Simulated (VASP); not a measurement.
Energy against volume of SrCl₂ (fluorite). Level of theory: r2SCAN+rVV10, VASP's PBE PAW potentials (set 64) (plane waves; VASP). Settings: 520 eV cut-off, 6×6×6 Γ-centred mesh, Gaussian smearing of 0.050 eV, potentials Sr_sv Cl.

```csv
V (Å³/atom),E (eV/atom)
26.406,-11.66582
27.249,-11.67672
28.092,-11.68023
28.934,-11.67743
```

Fit these four points and predict the energy of the run at 29.777 Å³/atom.

A cubic in V^(−2/3), the third-order Birch-Murnaghan form, passes through the four points with V0 = 28.12 Å³/atom and B0 = 40 GPa, and gives -11.6692 eV/atom there. The run gave -11.6693 eV/atom, -0.1 meV/atom from the fit; all five points give B0 = 40 GPa.

The compound is SrCl2 in the fluorite structure. It was relaxed first.
